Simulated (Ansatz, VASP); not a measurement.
# Al3GaN4 (alloy, x = 0.25, one random ordering in a cell of 16 atoms (invented)): VASP beside Ansatz, part 2 of 2

One calculation is typed for both programs; each brings its own data sets. How far apart do they land? The cell is generated by rule, not measured, and may not be a known phase. The cell is taken from a series of runs on this material, whose earlier steps may have relaxed, scaled, displaced or heated it; both programs get it as it stands.

VASP 6.6.1 and Ansatz 0.2.0.

So far: The structure; VASP: relaxation of cell and atoms, r2SCAN, pair 1.

### Step 3. Ansatz: relaxation of cell and atoms, r2SCAN, pair 1

Level of this step: Ansatz beside VASP: Kohn-Sham DFT, plane waves, r2SCAN (Ansatz).

Ansatz runs on its PAW soft_1 files.

The same cell, functional and mesh now go to Ansatz.

Contents of input.yaml:

```yaml
crystal:
  lattice:
    - [3.1136312545, 0.0, 0.0]
    - [0.0, 3.1133638461, 4.3980211943]
    - [0.0, -3.1133638461, 4.3980211943]
  atoms:
    - { symbol: Al, position: [0.0, 0.5004838011, -0.0004081101] }
    - { symbol: Al, position: [0.5, 0.5001465578, 0.5001465578] }
    - { symbol: Ga, position: [0.5, -0.000162978, -0.000162978] }
    - { symbol: Al, position: [0.0, -0.0004081101, 0.5004838011] }
    - { symbol: "N", position: [0.5, 0.6169012628, 0.1275100707] }
    - { symbol: "N", position: [0.0, 0.6251077948, 0.6251077948] }
    - { symbol: "N", position: [0.0, 0.1304216008, 0.1304216008] }
    - { symbol: "N", position: [0.5, 0.1275100707, 0.6169012628] }
kpoints:
  mp_grid: { grid: [6, 4, 4] }
hamiltonian:
  xc: r2scan
  pseudopotentials: { kind: paw, azcp: { folder: soft_1 } }
scf:
  occupations: { method: fixed }
output:
  forces: true
  stress: true
  eigenvalues: true
  write_density: true
  write_potential: true
  elf: true
  volumetric_format: npy
basis:
  ecutwfc: 600.0
relax:
  adjacent_minimum: "off"
  f_tol: 0.001
  max_steps: 60
  cell: { stress_tol: 0.01 }
```

Started as:

```console
ansatz run input.yaml --threads 4 --pin off --max-ram 10240MiB --backend cpu --events-out ev --progress --plain --runs-dir out
```

Numbers of over 12 decimals in the logs are rounded to 6 here.

Log:

```text
Engine: ansatz 0.2.0, x86_64-unknown-linux-gnu
Pseudopotentials: kind: paw
Pseudopotential: Al, paw, valence charge 3, recommended cutoff 500 eV (meta_gga), soft_1/Al.paw.azcp
Pseudopotential: Ga, paw, valence charge 13, recommended cutoff 500 eV (meta_gga), soft_1/Ga.paw.azcp
Pseudopotential: N, paw, valence charge 5, recommended cutoff 500 eV (meta_gga), soft_1/N.paw.azcp
Functional definition: r2SCAN
  parameter k0 = 0.174
  parameter k1 = 0.065
  parameter a1 = 4.9479
  exchange = r2scan_x(k0 = k0, k1 = k1, a1 = a1)
  correlation = r2scan_c
Crystal: 8 atoms, lattice volume = 85.268 Å³
Basis set: ecut = 600 eV, 2885 PW (Γ), exchange–correlation on 100×180×180 points (64 copies of the dense FFT grid, shifted against one another)
Bands: 29, of which v1, the nominal top of the filled ones, is band 21 counted from 1 (20 counted from 0)
Symmetry: 4 space group operations
Space group: Amm2 (ITA 38), of the structure as read, at distance tolerance 4.4e-5 Å
k-points: 28 of 96 (time reversal used)
Non-local potential: Al, projectors of the file, l = 0: 2, l = 1: 2, l = 2: 1
Non-local potential: Ga, projectors of the file, l = 0: 2, l = 1: 2, l = 2: 3, l = 3: 1
Non-local potential: N, projectors of the file, l = 0: 2, l = 1: 2, l = 2: 1
PAW form: soft (Blöchl's): semilocal exchange-correlation on the pseudo side does not see the compensation charge
PAW frozen core: Al, regenerated for the run's functional (the file was generated under x = pbe(κ = 0.804, μ = 0.219515), c = pbe(β = 0.066725))
PAW frozen core: Ga, regenerated for the run's functional (the file was generated under x = pbe(κ = 0.804, μ = 0.219515), c = pbe(β = 0.066725))
PAW frozen core: N, regenerated for the run's functional (the file was generated under x = pbe(κ = 0.804, μ = 0.219515), c = pbe(β = 0.066725))
PAW one-centre angular grid: Al, 302 points (default); XC on 160 Gauss nodes
PAW one-centre angular grid: Ga, 590 points (default); XC on 160 Gauss nodes
PAW one-centre angular grid: N, 302 points (default); XC on 160 Gauss nodes
Initial density: superposition of atomic densities (chi_scale 0.1, normalization cell, long waves kept (reshape's long-wave potential 0.12 eV rms))
Initial wavefunctions: pseudopotential atomic-orbital guess
Functional: x = r2scan, c = r2scan; τ floored in thin density (d = 2e-4 eV/Å³)
SCF iter   1: F=—  HF=-6965.170881 eV  |F-HF|=—  |Δ(HF+E_count)|=         —  Δρ=1.32e-1  dr2=1.58e1  dr2_τ=1.79e0  ethr=3.10e-3  ⟨swp⟩=4.5  Hψ=3073  notcnv=0  defer=156
preconditioner: auto → Resta (q_TF=auto, 2.425 Å⁻¹)  ε∞=3.4  [insulator: Δε(μ)=4.695 eV  Ē_g=16.915 eV  n_scr=22 (ndim 8)  ℏωp=26.1 eV  f_vac=0.000  ε∞_Penn≈3.4]
SCF iter   2: F=—  HF=-6961.420799 eV  |F-HF|=—  |Δ(HF+E_count)|=    3.75e0  Δρ=5.02e-2  dr2=1.40e0  dr2_τ=3.10e-1  ethr=3.10e-3  ⟨swp⟩=3.0  Hψ=1822  notcnv=0  defer=156
SCF iter   3: F=—  HF=-6961.668745 eV  |F-HF|=—  |Δ(HF+E_count)|=   2.48e-1  Δρ=2.26e-2  dr2=3.09e-1  dr2_τ=1.73e-2  ethr=3.10e-3  ⟨swp⟩=3.0  Hψ=1100  notcnv=0  defer=152
SCF iter   4: F=—  HF=-6961.679542 eV  |F-HF|=—  |Δ(HF+E_count)|=   1.08e-2  Δρ=3.60e-3  dr2=5.38e-3  dr2_τ=4.65e-4  ethr=7.36e-4  ⟨swp⟩=3.0  Hψ=1386  notcnv=0  defer=153
SCF iter   5: F=—  HF=-6961.681257 eV  |F-HF|=—  |Δ(HF+E_count)|=   1.72e-3  Δρ=8.61e-4  dr2=7.45e-4  dr2_τ=4.75e-5  ethr=1.28e-5  ⟨swp⟩=2.0  Hψ=1157  notcnv=0  defer=167
SCF iter   6: F=—  HF=-6961.681104 eV  |F-HF|=—  |Δ(HF+E_count)|=   1.53e-4  Δρ=3.15e-4  dr2=8.24e-5  dr2_τ=3.04e-6  ethr=1.77e-6  ⟨swp⟩=2.0  Hψ=1353  notcnv=0  defer=167
SCF iter   7: F=—  HF=-6961.681087 eV  |F-HF|=—  |Δ(HF+E_count)|=   1.70e-5  Δρ=7.32e-5  dr2=3.58e-6  dr2_τ=2.00e-7  ethr=1.96e-7  ⟨swp⟩=2.0  Hψ=1390  notcnv=0  defer=114
SCF iter   8: F=—  HF=-6961.681090 eV  |F-HF|=—  |Δ(HF+E_count)|=   3.35e-6  Δρ=5.14e-5  dr2=2.13e-6  dr2_τ=2.89e-7  ethr=8.53e-9  ⟨swp⟩=2.0  Hψ=1321  notcnv=0  defer=139
SCF iter   9: F=-6961.681090 eV  HF=-6961.681090 eV  |F-HF|=2.14e-8  |Δ(HF+E_count)|=   6.17e-7  Δρ=7.64e-6  dr2=4.63e-8  dr2_τ=5.28e-9  ethr=2.38e-10  ⟨swp⟩=14.2  Hψ=6541  notcnv=0
SCF 1 converged in 9 iterations: F = -6961.681090 eV  dr2 = 4.63e-8
  greatest PAW one-centre occupation: 0.994 electrons in one spin orbital (limit 2), on the Ga atom at site 2 (counted from 0), in its partial waves of l = 2
relax step   1: F+E_penalty+E_count = -6961.68108965 eV  Δ(F+E_penalty+E_count) = +0.000e0 eV  max|allowed force component| = 3.506e-3 eV/Å  Δτ_max = 0.0000 Å  P = +0.005 GPa  Ω = 85.268 Å³  (9 SCF iters, dr2 threshold 1.00e-7 eV, accepted)
[...]
relax step   2: F+E_penalty+E_count = -6961.68108989 eV  Δ(F+E_penalty+E_count) = -2.404e-7 eV  max|allowed force component| = 2.100e-3 eV/Å  Δτ_max = 0.0001 Å  P = +0.002 GPa  Ω = 85.269 Å³  energy of the carried Pulay correction = -2.630e-7 eV  (4 SCF iters, dr2 threshold 7.68e-10 eV, accepted)
[...]
relax step   3: F+E_penalty+E_count = -6961.68109007 eV  Δ(F+E_penalty+E_count) = -1.818e-7 eV  max|allowed force component| = 1.982e-4 eV/Å  Δτ_max = 0.0001 Å  P = +0.001 GPa  Ω = 85.269 Å³  energy of the carried Pulay correction = -4.182e-7 eV  (4 SCF iters, dr2 threshold 2.76e-10 eV, accepted)
[...]
relax step   4: F+E_penalty+E_count = -6961.68109071 eV  Δ(F+E_penalty+E_count) = -6.374e-7 eV  max|allowed force component| = 1.945e-4 eV/Å  Δτ_max = 0.0000 Å  P = +0.001 GPa  Ω = 85.269 Å³  stress off target by 9.78e-4 GPa  SCF on the basis re-selected at this cell (its energy is not comparable with the rows above)  (5 SCF iters)
basis re-selected at this cell: Δ(F+E_penalty+E_count) = -6.374e-7 eV, ΔP = +0.000 GPa vs the last step (what re-selecting the basis moved, of the pressure what is left beyond the Pulay correction that the steps carried, after the strain that the cell walked since its last selection, with what the two solves' SCF thresholds leave and, on support functions, any second-order correction that the steps lacked; it is no m [...]
SCF converged after 5 iterations
Free energy (F): -6961.681091 eV
Harris-Foulkes:  -6961.681091 eV  (|F-HF|=1.82e-12)
Internal energy: -6961.681091 eV  (E = F + TS)
E sigma→0 (E₀):  -6961.681091 eV
Fermi energy:    7.557555 eV
--- Per-component energies (eV) ---
  E_band       = 6.068385
  E_kinetic    = 713.480885
  E_local      = -2583.859529  (includes V_loc(G=0)·N_el)
  E_nonlocal   = 77.915796
  E_hartree    = 1395.984269
  E_xc         = -404.667031
  E_vxc        = -493.574762  (∫ρ·V_xc dr)
  E_paw        = -3956.544789  (= ΣΔE_a)
  E_vpaw       = -526.367701  (= ΣTr[D̂ρ^β])
  E_aug_tail   = 0.000051  (compensation charges beyond the density's cutoff)
  E_vtau       = 26.505119  (kinetic-family band-sum trace: ∫τ·v_τ [+ j·A + Jᵃ·Aᵃ] dr)
  E_ewald      = -2203.039094
  E_core_change = -0.951649  (= ΣΔE_core)
  E_smearing   = -0.000000  (= −TS)
  E_closure    = 0.000000  (closes the sum)
  Σ components = -6961.681091   (vs F -6961.681091, Δ=0.00e0)
--- Forces (eV/Å), atoms counted from 1 ---
  atom   1  Al     0.00000000    -0.00019454    -0.00011229
  atom   2  Al     0.00000000    -0.00000000    -0.00004030
  atom   3  Ga    -0.00000000    -0.00000000     0.00012346
  atom   4  Al     0.00000000     0.00019454    -0.00011229
  atom   5  N     -0.00000000    -0.00010694     0.00003789
  atom   6  N      0.00000000    -0.00000000    -0.00003834
  atom   7  N     -0.00000000     0.00000000     0.00012626
  atom   8  N     -0.00000000     0.00010694     0.00003789
  max |Σ_I F_I| component: 2.23e-5 eV/Å
--- Stress (GPa, compression-positive) ---
        0.000978      -0.000000       0.000000
       -0.000000       0.000003       0.000000
        0.000000       0.000000       0.000621
  P = ⅓ Tr σ = 0.0005 GPa (0.005 kbar)
--- Band table (eV; the first three rows and the last of 28) ---
  k-point 0: bands = [... 17 lower, 6.8145, 7.4355, 7.4680, 7.5576, 11.3996, 11.4868, 14.3840, 15.1825, ... 4 higher]
  k-point 1: bands = [... 17 lower, 6.8217, 6.8222, 7.3769, 7.4570, 12.2003, 12.4777, 14.5387, 15.4551, ... 4 higher]
  k-point 2: bands = [... 17 lower, 6.8962, 6.9036, 7.2778, 7.3394, 13.5206, 13.8291, 14.0317, 14.1932, ... 4 higher]
  k-point 27: bands = [... 17 lower, 6.6895, 6.7325, 6.9089, 6.9095, 11.3396, 11.3607, 13.9893, 15.1757, ... 4 higher]
--- Relaxed structure (3 steps of the walk, 3 accepted, 1 SCFs on fresh bases) ---
  F+E_penalty+E_count = -6961.68109071 eV   max|allowed force component| = 1.945e-4 eV/Å   (the final SCF, on the basis selected at the relaxed cell)
  cell:  # Å, volume = 85.2693 Å³
    - [3.113661, 0.0, 0.0]
    - [0.0, 3.113383, 4.398038]
    - [0.0, -3.113383, 4.398038]
  atoms:
    - { symbol: Al, position: [0, 0.500498, -0.000419213] }
    - { symbol: Al, position: [0.500000, 0.500134, 0.500134] }
    - { symbol: Ga, position: [0.500000, -0.000146073, -0.000146073] }
    - { symbol: Al, position: [0, -0.000419213, 0.500498] }
    - { symbol: N, position: [0.500000, 0.616900, 0.127506] }
    - { symbol: N, position: [0, 0.625118, 0.625118] }
    - { symbol: N, position: [0, 0.130410, 0.130410] }
    - { symbol: N, position: [0.500000, 0.127506, 0.616900] }
```

### Step 4. Side by side

Known differences besides the potentials themselves: VASP keeps PBE cores, Ansatz makes them for the functional; fixed occupations in Ansatz, narrow Gaussian smearing in VASP; the cutoff is 600 eV in Ansatz and 660 eV in VASP; Ansatz adds a Pulay correction to the stress that steers its cell, VASP none. Total energies have different zeros and are not compared.

Compared:

| quantity | Ansatz | VASP | difference |
| --- | --- | --- | --- |
| volume (Å³) | 85.27 | 85.31 | -0.05 % |
| edge a after relaxation, in the typed setting (Å) | 3.114 | 3.114 | -0.02 % |
| edge b after relaxation, in the typed setting (Å) | 5.388 | 5.389 | -0.02 % |

### Step 5. Ansatz: relaxation of cell and atoms, r2SCAN, pair 2

The relaxed volume is the usual yardstick between codes: in a stiff, nearly cubic crystal its relative difference is about their pressure difference at one cell divided by the bulk modulus.

The cell is taken from a series of runs on this material, whose earlier steps may have relaxed, scaled, displaced or heated it; both programs get it as it stands.

Contents of input.yaml:

```yaml
crystal:
  lattice:
    - [3.118341, 0.0, 0.0]
    - [0.0, 3.118341, 4.41]
    - [0.0, -3.118341, 4.41]
  atoms:
    - { symbol: Al, position: [0.0, 0.5, 0.0] }
    - { symbol: Al, position: [0.5, 0.5, 0.5] }
    - { symbol: Ga, position: [0.5, 0.0, 0.0] }
    - { symbol: Al, position: [0.0, 0.0, 0.5] }
    - { symbol: "N", position: [0.5, 0.625, 0.125] }
    - { symbol: "N", position: [0.0, 0.625, 0.625] }
    - { symbol: "N", position: [0.0, 0.125, 0.125] }
    - { symbol: "N", position: [0.5, 0.125, 0.625] }
kpoints:
  mp_grid: { grid: [6, 4, 4] }
hamiltonian:
  xc: r2scan
  pseudopotentials: { kind: paw, azcp: { folder: soft_1 } }
scf:
  occupations: { method: gaussian, width: 0.1 }
output:
  forces: true
  stress: true
  eigenvalues: true
basis:
  ecutwfc: 600.0
relax:
  adjacent_minimum: "off"
  f_tol: 0.05
  max_steps: 80
  cell: { stress_tol: 0.5 }
```

Log:

```text
[...]
Crystal: 8 atoms, lattice volume = 85.766 Å³
Basis set: ecut = 600 eV, 2885 PW (Γ), exchange–correlation on 100×180×180 points (64 copies of the dense FFT grid, shifted against one another)
Bands: 29, of which v1, the nominal top of the filled ones, is band 21 counted from 1 (20 counted from 0)
Symmetry: 4 space group operations
[...]
- [0.0, -3.113178, 4.398883]
  atoms:
    - { symbol: Al, position: [0, 0.500273, -0.000219513] }
    - { symbol: Al, position: [0.5, 0.500076, 0.500076] }
    - { symbol: Ga, position: [0.5, -0.000184409, -0.000184409] }
    - { symbol: Al, position: [0, -0.000219513, 0.500273] }
    - { symbol: N, position: [0.5, 0.616961, 0.127513] }
    - { symbol: N, position: [0, 0.625175, 0.625175] }
    - { symbol: N, position: [0, 0.130407, 0.130407] }
    - { symbol: N, position: [0.5, 0.127513, 0.616961] }
[key lines of the parts left out:]
SCF converged after 3 iterations
Free energy (F): -6961.681008 eV
Fermi energy:    9.452106 eV
P = ⅓ Tr σ = 0.0916 GPa (0.916 kbar)
```

### Step 6. VASP: relaxation of cell and atoms, r2SCAN, pair 2

The same cell, functional, mesh and smearing now go to VASP, with its own data sets.

Contents of INCAR:

```
SYSTEM = Al3GaN4
PREC = Accurate
ENCUT = 660
EDIFF = 1E-07
NELM = 120
ISMEAR = 0
SIGMA = 0.1
LREAL = .FALSE.
ALGO = Normal
METAGGA = R2SCAN
LASPH = .TRUE.
NBANDS = 29
LORBIT = 11
LWAVE = .FALSE.
LCHARG = .FALSE.
ISIF = 3
IBRION = 2
NSW = 80
EDIFFG = -0.005
GGA_COMPAT = .FALSE.
NELMIN = 4
EFERMI = MIDGAP
LMIXTAU = .TRUE.
KPAR = 2
```

Contents of POSCAR:

```
Al3GaN4
1.0
    3.1183410000      0.0000000000      0.0000000000
    0.0000000000      3.1183410000      4.4100000000
    0.0000000000     -3.1183410000      4.4100000000
Al Ga N
3 1 4
Direct
    0.0000000000      0.5000000802      0.9999999198
    0.5000001603      0.5000000000      0.5000000000
    0.0000000000      0.9999999198      0.5000000802
    0.5000001603      0.0000000000      0.0000000000
    0.5000001603      0.6250000802      0.1249999198
    0.0000000000      0.6250000000      0.6250000000
    0.0000000000      0.1250000000      0.1250000000
    0.5000001603      0.1249999198      0.6250000802
```

Contents of KPOINTS:

```
Automatic mesh
0
Gamma
6 4 4
0 0 0
```

Potentials, in the order of the species: Al, Ga_d and N (PBE family, release 64).

Started as:

```console
mpirun -np 2 vasp_std
```

Log:

```text
[banner, memory and clock lines left out]
running    2 mpi-ranks, on    1 nodes
[...]
[... a notice as in an earlier step ...]

 LDA part: xc-table for (None), standard interpolation
 POSCAR, INCAR and KPOINTS ok, starting setup
[...]
entering main loop
       N       E                     dE             d eps       ncg     rms          rms(c)
DAV:   1     0.368833577813E+03    0.36883E+03   -0.23021E+04  1731   0.218E+03
DAV:   2    -0.387466454620E+02   -0.40758E+03   -0.38407E+03  1868   0.574E+02
DAV:   3    -0.946358147527E+02   -0.55889E+02   -0.55209E+02  1817   0.169E+02
DAV:   4    -0.972488796997E+02   -0.26131E+01   -0.26020E+01  2296   0.404E+01
[...]
DAV:  24    -0.793242714775E+02   -0.18838E-06   -0.43919E-08   987   0.241E-03    0.390E-03
DAV:  25    -0.793242716465E+02   -0.16903E-06   -0.10349E-07  1281   0.685E-03    0.605E-04
DAV:  26    -0.793242716557E+02   -0.92323E-08   -0.43570E-08   932   0.235E-03
   1 F= -.79324272E+02 E0= -.79324272E+02  d E =-.793243E+02
[... from here on, the cycles between the ionic steps are left out ...]
   2 F= -.79404222E+02 E0= -.79404222E+02  d E =-.799505E-01
   3 F= -.79414064E+02 E0= -.79414064E+02  d E =-.897921E-01
   4 F= -.79414032E+02 E0= -.79414032E+02  d E =-.897601E-01
   5 F= -.79414111E+02 E0= -.79414111E+02  d E =-.797547E-04
   6 F= -.79414132E+02 E0= -.79414132E+02  d E =-.100186E-03
   7 F= -.79414172E+02 E0= -.79414172E+02  d E =-.398456E-04
 trial-energy change:   -0.000040  1 .order   -0.000033   -0.000070    0.000005
 step:   0.8567(harm=  0.8358)  dis= 0.00080  next Energy=   -79.414172 (dE=-0.400E-04)
 reached required accuracy - stopping structural energy minimisation
```

From OUTCAR (step 6):

```text
  Total       -0.0024077      0.0070747     -0.0239139      0.0000000      0.0000000      0.0000000
  in kB       -0.0452237      0.1328829     -0.4491696      0.0000000      0.0000000      0.0000000
  external PRESSURE =      -0.1205034 kB  Pullay stress =       0.0000000 kB

 POSITION                                       TOTAL-FORCE (eV/Angst)
 -----------------------------------------------------------------------------------
      0.00000     -1.55368      6.59974         0.000000     -0.001358     -0.000328
      1.55693      0.00000      4.40098         0.000000     -0.000000     -0.000128
      0.00000      1.55368      6.59974         0.000000      0.001358     -0.000328
      1.55693      0.00000      8.79744         0.000000     -0.000000      0.002151
      1.55693      1.52127      3.27329         0.000000     -0.003180     -0.000551
      0.00000      0.00000      5.50078         0.000000     -0.000000     -0.004556
      0.00000      0.00000      1.15046         0.000000     -0.000000      0.004289
      1.55693     -1.52127      3.27329         0.000000      0.003180     -0.000551
 -----------------------------------------------------------------------------------
    total drift:                               -0.000847      0.000000      0.016133

  FREE ENERGIE OF THE ION-ELECTRON SYSTEM (eV)
  ---------------------------------------------------
  free  energy   TOTEN  =       -79.4141717749 eV

  energy  without entropy=      -79.4141717749  energy(sigma->0) =      -79.41417177

[... 2 parts as in an earlier step ...]

[... 2 further parts left out ...]
[key lines of the parts left out:]
E-fermi :   7.5467
```

### Step 7. Comparison

Both answers:

| quantity | Ansatz | VASP | difference |
| --- | --- | --- | --- |
| volume (Å³) | 85.23 | 85.30 | -0.08 % |
| edge a after relaxation, in the typed setting (Å) | 3.112 | 3.114 | -0.06 % |
| edge b after relaxation, in the typed setting (Å) | 5.389 | 5.390 | -0.01 % |

### Step 8. What came out

| Item | Value |
| --- | --- |
| difference in volume (relaxation of cell and atoms, r2SCAN, pair 1) | -0.047 % |
| difference in volume (relaxation of cell and atoms, r2SCAN, pair 2) | -0.078 % |

The difference in volume is -0.078 % (relaxation of cell and atoms, r2SCAN, pair 2), within the 1.2 % picked in this series as the mark of a large difference, as far as the stopping tolerances let one tell. How closely two codes agree says nothing of how well the functional describes the real material.

[Lines on the potential files, build, host, timing and source positions are cut from VASP's logs without a mark.]

[Logs are printed without paths, hosts, clocks, repeated set-up lines and the standing remarks that a program may print on its own settings, such as how far it seeks lower states.]

[Hosts, paths, dates, database ids (printed as entryN), source tags and the programs' standing remarks are cut or masked in the printed files.]
